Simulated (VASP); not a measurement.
Given:

```xyz
2
Lattice="1.2550 -2.1737 0.0000 1.2550 2.1737 0.0000 0.0000 0.0000 4.0700" Properties=species:S:1:pos:R:3 pbc="T T T"
Co     1.2550     0.7246     1.0175
Co     1.2550    -0.7246     3.0525
```
Starting moments (μB, in the order of the record's atoms Co Co): 1.8 1.8.

Calculation: vdW-DF-cx, VASP's PBE PAW potentials (set 64) (plane waves; VASP 6.6.1). Run with 520 eV cut-off, 15×15×8 Γ-centred mesh, first-order Methfessel-Paxton smearing of 0.10 eV, potentials Co.

Energy and stress use the plane-wave basis of the starting cell.

### Question
The ions, cell shape and volume are relaxed. Predict the relaxed structure.

### Answer

```xyz
2
Lattice="1.2297 -2.1298 0.0000 1.2297 2.1298 0.0000 0.0000 0.0000 3.9655" Properties=species:S:1:pos:R:3 pbc="T T T"
Co     1.2297     0.7099     0.9914
Co     1.2297    -0.7099     2.9741
```
Space group P6_3/mmc (194), at a tolerance of 0.03 Å. The cell ends with 3.15 μB, on the sites 1.58 1.58 μB.

### Question
How do energy and volume change from the first to the last step?

### Answer
The energy (σ→0) changes by -32.1 meV/atom and the volume by -6.5 %, in 5 ionic steps.

```
step  E(σ→0) (eV)  max force (eV/Å)  pressure (GPa)  volume (Å³)
----  -----------  ----------------  --------------  -----------
1         -9.5874             0.000          -13.45        22.21
2         -9.5664             0.000           20.30        19.34
3         -9.6514             0.000           -0.18        20.80
4         -9.6515             0.000            0.06        20.77
5         -9.6517             0.000            0.09        20.77
```

The compound is Co in the hcp structure. This run relaxes it. Symmetry was kept, so distortions that lower it aren't found.
